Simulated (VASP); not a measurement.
# Pressure and energy of hexagonal Re within 6 % of its equilibrium volume, PBEsol

Rhenium is a close-packed hexagonal metal with a 5d band near half filling. Its occupied d states are therefore mostly bonding ones, and the metal strongly resists a change of volume. My question is how its pressure and energy change as the cell is scaled about equilibrium, and whether one pair of constants describes both. This matters because the same constants turn a volume into a pressure, or a strain into an energy cost. The pressure comes from the stress tensor and is positive under compression. The energy is per atom, above the lowest point of the series, and volume changes are relative to the fitted minimum at 14.55 Å³ per atom.

## Method

A cell from a diffraction database, relaxed at this level and then scaled evenly, fractional positions kept. VASP 6.6.1, plane waves with PAW, PBEsol, cutoff 400 eV, k mesh 11×11×6, no spin polarisation, no spin-orbit coupling, static lattice. A Birch-Murnaghan fit to the energies has its minimum at 14.55 Å³ per atom.

Notes on method and selection:

- The pressure is that of a finite plane-wave basis, so it need not vanish exactly at the minimum of the energy.
- Only series whose fit has its minimum inside the range and an error under 0.5 meV per atom are shown.
- Where rows or columns differ in functional or spin-orbit coupling, non-spherical gradient terms in the PAW spheres (LASPH) may be on in some and off in others.
- Runs that did not converge, have known faults or may not be shown are not listed, and runs on Ansatz's PAW sets soft_1 and soft_2 are kept to separate tables.

Columns:

- volume change (%): volume relative to the fitted equilibrium volume.
- pressure (GPa): pressure from the stress tensor (positive: compressed).
- energy (meV/atom): energy per atom above the lowest point of the series.

Input lines of one member:

```
PREC = Accurate
ENCUT = 400
EDIFF = 1E-06
NELM = 100
ISMEAR = 1
SIGMA = 0.2
LREAL = .FALSE.
ALGO = Normal
GGA = PS
NBANDS = 13
LASPH = .TRUE.
LORBIT = 11
KPAR = 2
ISIF = 2
```

Command (options for logging and memory left out): `mpirun -np 2 vasp_std`

## The series

| member | volume change (%) | pressure (GPa) | energy (meV/atom) |
| --- | --- | --- | --- |
| 13.68 Å³ | −5.99 | 28.22 | 72.7 |
| 13.97 Å³ | −3.99 | 17.76 | 31.1 |
| 14.26 Å³ | −1.99 | 8.37 | 7.4 |
| 14.55 Å³ | 0.01 | −0.05 | 0.0 |
| 14.85 Å³ | 2.01 | −7.60 | 7.0 |
| 15.14 Å³ | 4.01 | −14.37 | 27.0 |
| 15.43 Å³ | 6.01 | −20.43 | 58.7 |

Least-squares fits to the whole series, with x = volume change (%); R² and errors in the fitted variable (y, or ln y where the fit is in ln y):

| y | members | fit | R² | rms residual | leave-one-out rms | the same for the mean of the others |
| --- | --- | --- | --- | --- | --- | --- |
| pressure (GPa) | 7 | y = −0.01389 − 4.041 x + 0.1096 x² | 1.00 | 0.085 | 0.23 | 19 |
| energy (meV/atom) | 7 | y = −0.09078 − 0.9401 x + 1.827 x² | 1.00 | 1.5 | 3.9 | 30 |

## What drives the series

The pressure falls at every step of expansion, from 28.22 GPa in the smallest cell to −20.43 GPa in the largest. The fall becomes gentler: it is (28.22 − 17.76) / 2.00 = 5.23 GPa per percent between the two smallest cells and (20.43 − 14.37) / 2.00 = 3.03 GPa per percent between the two largest. The energy rises on both sides of the minimum, more steeply under compression.

The cause, from the general theory of metallic bonding, is that repulsion grows faster than d bonding as the atoms approach. Under expansion both fade and the metal becomes less stiff, so each further step of volume adds less tension. The columns show only the sum of the two.

For a model I assume that the static energy is a smooth function of volume alone, that the pressure vanishes at the fitted minimum $V_0$, and that two terms in the strain suffice. With $x$ the volume change in percent, the pressure is then

$$P = -a x + b x^2 .$$

The bulk modulus is $B = -V\,dP/dV$. At $x = 0$ this gives

$$B_0 = 100\,a .$$

Differentiating $B$ once more with respect to pressure gives

$$B' = 200\,b/a - 1 .$$

A positive $b$ makes the pressure curve flatten on expansion, as the rows do.

The energy needs no new constant. Since $dE = -P\,dV$ and $dV = V_0\,dx/100$, integration from the minimum gives

$$\Delta E = \frac{k V_0}{100}\left(\frac{a x^2}{2} - \frac{b x^3}{3}\right),$$

where $k = 6.242$ meV per GPa Å³ converts the units. The square term is the same on both sides of the minimum. The cubic term adds energy under compression and removes it under expansion, so the flattening of the pressure and the lopsided energy well are one effect.

## Testing the model

I fix the model on 13.97 Å³ and 15.14 Å³, one cell on each side of the minimum. Dividing the pressure by $x$ gives $-a + b x$, so the two rows yield

- 17.76 / (−3.99) = −4.4511 GPa per percent
- −14.37 / 4.01 = −3.5835 GPa per percent
- $b$ = (4.4511 − 3.5835) / (4.01 + 3.99) = 0.10845 GPa per percent squared
- $a$ = 4.4511 − 0.10845 × 3.99 = 4.0184 GPa per percent

Hence $B_0$ is 100 × 4.0184 = 402 GPa and $B'$ is 200 × 0.10845 / 4.0184 − 1 = 4.40.

The pressures of four other cells follow, in GPa:

- 13.68 Å³: 4.018 × 5.99 + 0.1084 × 5.99² = 27.96; table 28.22
- 14.26 Å³: 4.018 × 1.99 + 0.1084 × 1.99² = 8.43; table 8.37
- 14.85 Å³: −4.018 × 2.01 + 0.1084 × 2.01² = −7.64; table −7.60
- 15.43 Å³: −4.018 × 6.01 + 0.1084 × 6.01² = −20.23; table −20.43

Over the five rows not used to fix it, the model has an rms miss of about 0.15 GPa, against 19 GPa for the mean of the others.

The energies are a stronger test, since $a$ and $b$ come from pressures alone; the energies have fixed only the position of the minimum. The prefactor is 6.242 × 14.55 / 100 = 0.908. In meV per atom, the two end cells give

- 13.68 Å³: 0.908 × (4.018 × 5.99² / 2 + 0.1084 × 5.99³ / 3) = 72.5; table 72.7
- 15.43 Å³: 0.908 × (4.018 × 6.01² / 2 − 0.1084 × 6.01³ / 3) = 58.8; table 58.7

In every row the model energy is within about 0.2 meV of the table, so stress and energy tell the same story. They must do so if the stress is the true derivative of the energy, so the agreement checks the numerics and the two-term form, not a separate law.

## Members off the line

The misses in pressure have a pattern. Table minus model is +0.26 GPa at 13.68 Å³, −0.06 at 14.26 Å³, +0.04 at 14.85 Å³ and −0.20 at 15.43 Å³. The assumption most likely to fail is the cut after two terms.

If the bulk modulus grows linearly with pressure, the next term is $-c x^3$ with $c = a(B'+1)(B'+2)/60000$, or 4.018 × (4.40 + 1) × (4.40 + 2) / 60000 = 0.0023. Because the model is pinned near ±4 %, the expected miss is $-c(x^3 - 16x)$. That amounts to 0.0023 × 120 = 0.28 GPa near ±6 %, positive under compression and negative under expansion, and to about 0.06 GPa of the opposite sign near ±2 %. The signs agree in all four rows, and the sizes roughly.

The printed parabola for the energy breaks down sooner, with an rms residual of 1.5 meV, because it has no cubic term. Its linear term of −0.9401 meV per percent stands in for the missing one. Read as a pressure at the minimum it would mean 0.9401 / 0.908 = 1.04 GPa, whereas the stress there is −0.05 GPa.

## What to take away

Between −5.99 % and 6.01 %, two constants taken from the pressure reproduce both columns. Without the square term, that is with a pressure linear in volume, the end pressures would be missed by about 4 GPa. Series with a poor equation-of-state fit were left out beforehand, so the smoothness seen here is no evidence that other metals behave as smoothly.

No omitted effect that I know of approaches the 28.22 + 20.43 = 48.65 GPa spanned by the table. Atomic vibration probably does exceed the model's misses: it adds a positive pressure at fixed volume, of the order of 1 GPa, which grows with temperature. It would shift the equilibrium to a slightly larger volume.

[Logs are printed without paths, hosts, clocks, repeated set-up lines and the standing remarks that a program may print on its own settings, such as how far it seeks lower states.]
